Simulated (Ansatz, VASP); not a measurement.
## Ti3NbC4 in two plane-wave programs

Aim: how closely do two programs agree when they are given the same cell, functional and k mesh? The structure shown is frame 20 of Ansatz's trajectory.

Method: plane waves, with VASP 6.6.1 beside it; single point at PBE, in Ansatz 0.2.0.

## 1. Starting point

The cell holds 64 atoms: 24 Ti, 32 C and 8 Nb. Its edges and angles: a = 8.727 Å, b = 8.727 Å, c = 8.727 Å, α = 90.0°, β = 90.0°, γ = 90.0°. It derives from NbC (rock-salt), repeated 2×2×2. Rock-salt NbC, 2 x 2 x 2 conventional cells, 24 of 32 Nb sites given to Ti at random (x = 0.750), lattice by Vegard's rule (a = 4.364 A); (so at first; earlier steps may have moved the atoms), displaced by a Gaussian of 0.02 A.

## 2. Ansatz: dynamics, PBE

Ansatz runs on its default PAW (the set named soft_2) files.

One frame of this run of dynamics is then solved in both programs, so the motion causes no difference.

File input.yaml:

```yaml
crystal:
  lattice:
    - [8.727, 0.0, 0.0]
    - [0.0, 8.727, 0.0]
    - [0.0, 0.0, 8.727]
  atoms:
    - { symbol: Ti, position: [0.00202, 0.99924, 0.00137] }
    - { symbol: C, position: [0.25233, 0.00287, 0.99899] }
    - { symbol: Nb, position: [0.99947, 0.25154, 0.25091] }
    - { symbol: C, position: [0.2525, 0.25116, 0.25305] }
    - { symbol: Ti, position: [0.24842, 0.00365, 0.24896] }
    - { symbol: C, position: [0.0027, 0.0028, 0.24672] }
    - { symbol: Ti, position: [0.24728, 0.25415, 0.99801] }
    - { symbol: C, position: [0.00019, 0.25351, 0.99861] }
    - { symbol: Ti, position: [0.99905, 0.99993, 0.49985] }
    - { symbol: C, position: [0.25246, 0.00221, 0.49769] }
    - { symbol: Ti, position: [0.99943, 0.25385, 0.75143] }
    - { symbol: C, position: [0.25125, 0.25206, 0.75191] }
    - { symbol: Ti, position: [0.25191, 0.99705, 0.75045] }
    - { symbol: C, position: [0.99954, 0.00449, 0.74919] }
    - { symbol: Nb, position: [0.25133, 0.25078, 0.49704] }
    - { symbol: C, position: [0.99952, 0.24396, 0.49992] }
    - { symbol: Nb, position: [0.00312, 0.50025, 0.99629] }
    - { symbol: C, position: [0.25134, 0.499, 0.99662] }
    - { symbol: Nb, position: [0.99517, 0.75294, 0.24903] }
    - { symbol: C, position: [0.24917, 0.7492, 0.25144] }
    - { symbol: Ti, position: [0.25231, 0.50184, 0.24899] }
    - { symbol: C, position: [0.0019, 0.50392, 0.2517] }
    - { symbol: Nb, position: [0.25089, 0.75173, 0.9992] }
    - { symbol: C, position: [0.00203, 0.74946, 0.99928] }
    - { symbol: Ti, position: [0.00421, 0.49869, 0.50005] }
    - { symbol: C, position: [0.24565, 0.49908, 0.49898] }
    - { symbol: Ti, position: [0.00398, 0.75321, 0.74727] }
    - { symbol: C, position: [0.24861, 0.75022, 0.74828] }
    - { symbol: Ti, position: [0.24829, 0.50049, 0.74828] }
    - { symbol: C, position: [0.00468, 0.50145, 0.74437] }
    - { symbol: Ti, position: [0.25009, 0.75054, 0.50083] }
    - { symbol: C, position: [0.9963, 0.75158, 0.50041] }
    - { symbol: Ti, position: [0.50322, 0.99716, 0.9997] }
    - { symbol: C, position: [0.75082, 0.99701, 0.9974] }
    - { symbol: Ti, position: [0.50093, 0.24533, 0.24959] }
    - { symbol: C, position: [0.74707, 0.24811, 0.25008] }
    - { symbol: Ti, position: [0.74711, 0.00108, 0.24905] }
    - { symbol: C, position: [0.49749, 0.00297, 0.24779] }
    - { symbol: Nb, position: [0.7516, 0.24956, 0.99907] }
    - { symbol: C, position: [0.49922, 0.24508, 0.00162] }
    - { symbol: Ti, position: [0.49969, 0.00138, 0.49719] }
    - { symbol: C, position: [0.74891, 0.00273, 0.50029] }
    - { symbol: Nb, position: [0.49855, 0.25025, 0.74977] }
    - { symbol: C, position: [0.74446, 0.25148, 0.75068] }
    - { symbol: Ti, position: [0.75162, 0.0007, 0.74794] }
    - { symbol: C, position: [0.50093, 0.99726, 0.75155] }
    - { symbol: Ti, position: [0.74942, 0.24696, 0.50074] }
    - { symbol: C, position: [0.49981, 0.25289, 0.4983] }
    - { symbol: Ti, position: [0.5026, 0.50027, 0.00281] }
    - { symbol: C, position: [0.74795, 0.50169, 0.00038] }
    - { symbol: Ti, position: [0.50015, 0.74806, 0.25021] }
    - { symbol: C, position: [0.7504, 0.75166, 0.25299] }
    - { symbol: Ti, position: [0.75196, 0.49918, 0.25097] }
    - { symbol: C, position: [0.50397, 0.49542, 0.24799] }
    - { symbol: Ti, position: [0.75157, 0.749, 0.00254] }
    - { symbol: C, position: [0.49743, 0.74636, 0.00223] }
    - { symbol: Nb, position: [0.49881, 0.50006, 0.49943] }
    - { symbol: C, position: [0.74934, 0.50039, 0.50426] }
    - { symbol: Ti, position: [0.49666, 0.74875, 0.75088] }
    - { symbol: C, position: [0.7535, 0.74982, 0.75158] }
    - { symbol: Ti, position: [0.75099, 0.49882, 0.75095] }
    - { symbol: C, position: [0.50069, 0.50038, 0.74898] }
    - { symbol: Ti, position: [0.74997, 0.75804, 0.49974] }
    - { symbol: C, position: [0.50022, 0.74923, 0.50384] }
kpoints:
  mp_grid: { grid: [1, 1, 1] }
hamiltonian:
  xc: pbe
scf:
  occupations: { method: fermi_dirac, width: 0.025 }
output:
  forces: true
md:
  timestep: 1.0
  n_steps: 61
  ensemble: nvt_nose_hoover
  temperature: 900
  initial_velocities: maxwell_boltzmann
  seed: 4717
```

Launch:

```sh
$ ansatz run input.yaml --threads 8 --pin off --max-ram 15872MiB --backend cpu --events-out ev --progress --plain --runs-dir out
```

Numbers of over 12 decimals in the logs are rounded to 6 here.

The program printed:

```text
Warning: md: disabling space-group detection — thermal motion breaks the input geometry's symmetry, so no spatial operation reduces the k-mesh or symmetrises the density; time reversal is kept, so that k and −k are solved as one point where they differ and the mesh holds both, and exact exchange and, on two spinor components, a DFT+U term hold to it where the run has them: on two components no moment then forms, and  [...]
Engine: ansatz 0.2.0, aarch64-unknown-linux-gnu
Pseudopotentials: kind: paw
Pseudopotential: Ti, paw, valence charge 12, recommended cutoff 420 eV (normal), Ti.paw.azcp
Pseudopotential: C, paw, valence charge 4, recommended cutoff 420 eV (normal), C.paw.azcp
Pseudopotential: Nb, paw, valence charge 13, recommended cutoff 420 eV (normal), Nb.paw.azcp
Functional definition: PBE
  parameter kappa = 0.804
  parameter beta = 0.066725
  exchange = pbe_x(kappa = kappa, mu = beta*pi^2/3)
  correlation = pbe_c(beta = beta)
Crystal: 64 atoms, lattice volume = 664.653 Å³
Basis set: ecut = 420 eV, 13037 PW (Γ), exchange–correlation on 120×120×120 points (8 copies of the dense FFT grid, shifted against one another)
Bands: 324, of which v1, the nominal top of the filled ones, is band 260 counted from 1 (259 counted from 0)
Symmetry: 1 space group operations
k-points: 1
Non-local potential: Ti, projectors of the file, l = 0: 3, l = 1: 2, l = 2: 3, l = 3: 1
Non-local potential: C, projectors of the file, l = 0: 2, l = 1: 2, l = 2: 1
Non-local potential: Nb, projectors of the file, l = 0: 3, l = 1: 2, l = 2: 2, l = 3: 1
PAW form: soft (Blöchl's): semilocal exchange-correlation on the pseudo side does not see the compensation charge
PAW one-centre angular grid: Ti, 590 points (default); XC on 64 Gauss nodes
PAW one-centre angular grid: C, 110 points (default); XC on 64 Gauss nodes
PAW one-centre angular grid: Nb, 590 points (default); XC on 64 Gauss nodes
Initial density: superposition of atomic densities (neutral atoms: chi_scale 0, normalization atom), corrected by the library's trained network
Initial wavefunctions: pseudopotential atomic-orbital guess
Functional: x = pbe(κ = 0.804, μ = 0.219515), c = pbe(β = 0.066725)
SCF iter   1: F=—  HF=-104485.238253 eV  |F-HF|=—  |Δ(HF+E_count)|=         —  Δρ=1.39e-2  dr2=1.21e0  ethr=1.77e-3  ⟨swp⟩=5.0  Hψ=1168  notcnv=0  defer=7
preconditioner: auto → Kerker (q_TF=auto, 2.619 Å⁻¹)  [metal: Δε(μ)=0.008 eV  Ē_g=6.968 eV  σ=0.025 eV  W_gap=0.08  n_scr=202 (ndim 8)  ℏωp=23.4 eV  f_vac=0.000  D(μ)=52.88/eV (n_scr^D=618)]
SCF iter   2: F=—  HF=-104485.112484 eV  |F-HF|=—  |Δ(HF+E_count)|=   1.26e-1  Δρ=7.07e-3  dr2=2.74e-1  ethr=2.32e-4  ⟨swp⟩=2.0  Hψ=378  notcnv=0  defer=53
SCF iter   3: F=—  HF=-104485.083903 eV  |F-HF|=—  |Δ(HF+E_count)|=   2.86e-2  Δρ=1.90e-3  dr2=2.96e-2  ethr=5.27e-5  ⟨swp⟩=2.0  Hψ=343  notcnv=0  defer=54
SCF iter   4: F=—  HF=-104485.081563 eV  |F-HF|=—  |Δ(HF+E_count)|=   2.34e-3  Δρ=7.13e-4  dr2=4.05e-3  ethr=5.70e-6  ⟨swp⟩=2.0  Hψ=405  notcnv=0  defer=54
SCF iter   5: F=—  HF=-104485.081175 eV  |F-HF|=—  |Δ(HF+E_count)|=   3.87e-4  Δρ=1.80e-4  dr2=2.68e-4  ethr=7.79e-7  ⟨swp⟩=2.0  Hψ=350  notcnv=0  defer=54
SCF iter   6: F=—  HF=-104485.081148 eV  |F-HF|=—  |Δ(HF+E_count)|=   2.79e-5  Δρ=5.09e-5  dr2=2.92e-5  ethr=5.15e-8  ⟨swp⟩=2.0  Hψ=353  notcnv=0  defer=54
SCF iter   7: F=—  HF=-104485.080069 eV  |F-HF|=—  |Δ(HF+E_count)|=   1.08e-3  Δρ=2.04e-5  dr2=4.08e-6  ethr=5.62e-9  ⟨swp⟩=2.0  Hψ=586  notcnv=0  defer=54
SCF iter   8: F=—  HF=-104485.080069 eV  |F-HF|=—  |Δ(HF+E_count)|=   2.71e-7  Δρ=5.40e-6  dr2=2.26e-7  ethr=7.84e-10  ⟨swp⟩=2.0  Hψ=372  notcnv=0  defer=54
SCF iter   9: F=-104485.080069 eV  HF=-104485.080069 eV  |F-HF|=1.39e-8  |Δ(HF+E_count)|=   2.59e-8  Δρ=2.06e-6  dr2=2.69e-8  ethr=1.23e-11  ⟨swp⟩=4.0  Hψ=851  notcnv=0
SCF 1 converged in 9 iterations: F = -104485.080069 eV  dr2 = 2.69e-8
  greatest PAW one-centre occupation: 0.999 electrons in one spin orbital (limit 2), on the Ti atom at site 44 (counted from 0), in its partial waves of l = 0
md step     0: t =     0.00 fs  T =   900.0 K  F+E_penalty+E_count = -104485.08006892 eV  E_kin = 7.329042 eV  conserved = -104477.75102698 eV  (9 SCF iters)
[...]
md step    39: t =    39.00 fs  T =   364.1 K  F+E_penalty+E_count = -104480.50676983 eV  E_kin = 2.965338 eV  conserved = -104477.74199984 eV  (3 SCF iters)
md step    40: t =    40.00 fs  T =   371.0 K  F+E_penalty+E_count = -104480.55158617 eV  E_kin = 3.020997 eV  conserved = -104477.74203278 eV  (6 SCF iters)
md step    41: t =    41.00 fs  T =   384.4 K  F+E_penalty+E_count = -104480.64970687 eV  E_kin = 3.130392 eV  conserved = -104477.74225735 eV  (3 SCF iters)
md step    42: t =    42.00 fs  T =   404.0 K  F+E_penalty+E_count = -104480.79761202 eV  E_kin = 3.290232 eV  conserved = -104477.74264324 eV  (3 SCF iters)
md step    43: t =    43.00 fs  T =   429.1 K  F+E_penalty+E_count = -104480.98914135 eV  E_kin = 3.494579 eV  conserved = -104477.74315731 eV  (3 SCF iters)
md step    44: t =    44.00 fs  T =   458.7 K  F+E_penalty+E_count = -104481.21599262 eV  E_kin = 3.735330 eV  conserved = -104477.74376649 eV  (3 SCF iters)
md step    45: t =    45.00 fs  T =   491.5 K  F+E_penalty+E_count = -104481.46824861 eV  E_kin = 4.002732 eV  conserved = -104477.74443497 eV  (3 SCF iters)
md step    46: t =    46.00 fs  T =   526.3 K  F+E_penalty+E_count = -104481.73490920 eV  E_kin = 4.285897 eV  conserved = -104477.74513148 eV  (3 SCF iters)
md step    47: t =    47.00 fs  T =   561.6 K  F+E_penalty+E_count = -104482.00441830 eV  E_kin = 4.573327 eV  conserved = -104477.74582507 eV  (3 SCF iters)
md step    48: t =    48.00 fs  T =   596.0 K  F+E_penalty+E_count = -104482.26518231 eV  E_kin = 4.853431 eV  conserved = -104477.74648408 eV  (3 SCF iters)
md step    49: t =    49.00 fs  T =   628.1 K  F+E_penalty+E_count = -104482.50607993 eV  E_kin = 5.115029 eV  conserved = -104477.74707761 eV  (3 SCF iters)
md step    50: t =    50.00 fs  T =   656.7 K  F+E_penalty+E_count = -104482.71695689 eV  E_kin = 5.347856 eV  conserved = -104477.74757553 eV  (6 SCF iters)
md step    51: t =    51.00 fs  T =   680.7 K  F+E_penalty+E_count = -104482.88908656 eV  E_kin = 5.543018 eV  conserved = -104477.74795664 eV  (4 SCF iters)
md step    52: t =    52.00 fs  T =   699.1 K  F+E_penalty+E_count = -104483.01556077 eV  E_kin = 5.693398 eV  conserved = -104477.74820543 eV  (3 SCF iters)
md step    53: t =    53.00 fs  T =   711.5 K  F+E_penalty+E_count = -104483.09156668 eV  E_kin = 5.793944 eV  conserved = -104477.74831485 eV  (3 SCF iters)
md step    54: t =    54.00 fs  T =   717.4 K  F+E_penalty+E_count = -104483.11451881 eV  E_kin = 5.841808 eV  conserved = -104477.74829079 eV  (4 SCF iters)
md step    55: t =    55.00 fs  T =   716.7 K  F+E_penalty+E_count = -104483.08405426 eV  E_kin = 5.836361 eV  conserved = -104477.74814372 eV  (3 SCF iters)
md step    56: t =    56.00 fs  T =   709.7 K  F+E_penalty+E_count = -104483.00193351 eV  E_kin = 5.779112 eV  conserved = -104477.74788410 eV  (3 SCF iters)
md step    57: t =    57.00 fs  T =   696.7 K  F+E_penalty+E_count = -104482.87190183 eV  E_kin = 5.673580 eV  conserved = -104477.74752022 eV  (3 SCF iters)
md step    58: t =    58.00 fs  T =   678.5 K  F+E_penalty+E_count = -104482.69955120 eV  E_kin = 5.525162 eV  conserved = -104477.74705701 eV  (3 SCF iters)
md step    59: t =    59.00 fs  T =   655.9 K  F+E_penalty+E_count = -104482.49218302 eV  E_kin = 5.341006 eV  conserved = -104477.74649811 eV  (3 SCF iters)
md step    60: t =    60.00 fs  T =   629.9 K  F+E_penalty+E_count = -104482.25863762 eV  E_kin = 5.129824 eV  conserved = -104477.74585922 eV  (6 SCF iters)
[...]
md step    61: t =    61.00 fs  T =   601.9 K  F+E_penalty+E_count = -104482.00904021 eV  E_kin = 4.901647 eV  conserved = -104477.74516499 eV  (6 SCF iters)
SCF converged after 6 iterations
Free energy (F): -104482.009040 eV
Harris-Foulkes:  -104482.009040 eV  (|F-HF|=1.16e-8)
Internal energy: -104481.939233 eV  (E = F + TS)
E sigma→0 (E₀):  -104481.974137 eV
Entropy (-TS):   -0.069807 eV (-1.091 meV/atom)
Fermi energy:    15.487266 eV
--- Per-component energies (eV) ---
  E_band       = -2917.586617
  E_kinetic    = 12586.516857
  E_local      = -24354.797118  (includes V_loc(G=0)·N_el)
  E_nonlocal   = 1916.663730
  E_hartree    = 9329.840627
  E_xc         = -5342.534751
  E_vxc        = -6619.873540  (∫ρ·V_xc dr)
  E_paw        = -52856.436549  (= ΣΔE_a)
  E_vpaw       = -5105.774765  (= ΣTr[D̂ρ^β])
  E_aug_tail   = 0.003233  (compensation charges beyond the density's cutoff)
  E_ewald      = -45761.195261
  E_smearing   = -0.069807  (= −TS)
  E_closure    = -0.000000  (closes the sum)
  Σ components = -104482.009040   (vs F -104482.009040, Δ=0.00e0)
--- Forces (eV/Å), atoms counted from 1 ---
  atom   1  Ti    -0.60947469    -0.23618188     1.28242188
  atom   2  C     -0.66338993    -0.30139353    -0.60690992
  atom   3  Nb    -0.73668488    -2.02658473    -0.24919547
  atom   4  C      1.75853003     0.40386408     0.01325950
  atom   5  Ti    -1.35669054     0.70187236     1.09492706
  atom   6  C     -0.95430174    -0.05547914    -0.16704182
  atom   7  Ti     0.06676306     1.18848165    -0.72384020
  atom   8  C     -1.87661139     0.91862444    -0.10628854
  atom   9  Ti     0.34211803    -0.12359914    -1.07652273
  atom  10  C     -0.22698882    -1.46720860     0.30410043
  atom  11  Ti     1.52265232    -0.00795277     0.81478944
  atom  12  C      1.58518938    -0.23899703     0.18104765
  atom  13  Ti     0.69252247     0.19601183     0.37770772
  atom  14  C      0.61621583     0.67952125     0.31277103
  atom  15  Nb     1.44440093     1.64885994    -0.57970111
  atom  16  C     -0.09378492     0.41057145    -0.24688842
  atom  17  Nb    -0.26492008    -0.58527903    -0.53203489
  atom  18  C     -0.47713463     0.73363135    -0.03357898
  atom  19  Nb    -1.29450916     0.38489010     0.33959390
  atom  20  C     -0.25914492     1.75389573    -1.12746578
  atom  21  Ti    -0.08307016    -1.20409421     0.61701583
  atom  22  C      0.18050634     0.93996803    -0.25943106
  atom  23  Nb     0.45027435    -1.71876264    -0.34091729
  atom  24  C     -0.37027051    -0.03728627     1.03468137
[...]
atom  57  Nb    -0.67662344    -0.53125014     0.74682569
  atom  58  C      0.61968541     1.19722358     0.26967616
  atom  59  Ti     0.05936044    -0.56619680     1.52514249
  atom  60  C     -1.21514989     0.32492427    -1.27919331
  atom  61  Ti    -0.32090241     0.85414871     0.72252048
  atom  62  C      0.09422198     0.39939917     0.30459159
  atom  63  Ti     0.51859645     0.45463140     0.59939208
  atom  64  C     -0.06246462    -0.45884752    -0.83037804
  max |Σ_I F_I| component: 2.39e-5 eV/Å
--- MD trajectory: 61 steps, t = 0.0 → 61.0 fs ---
  final state: T = 601.9 K   F+E_penalty+E_count = -104482.00904021 eV   E_kin = 4.901647 eV
  conserved energy: peak-to-peak 1.036e-2 eV (1.619e-4 eV/atom) over 61.0 fs
```

[end of part 1 of 2]

[Lines on the potential files, build, host, timing and source positions are cut from VASP's logs without a mark.]

[Logs are printed without paths, hosts, clocks, repeated set-up lines and the standing remarks that a program may print on its own settings, such as how far it seeks lower states.]

[Hosts, paths, dates, database ids (printed as entryN), source tags and the programs' standing remarks are cut or masked in the printed files.]
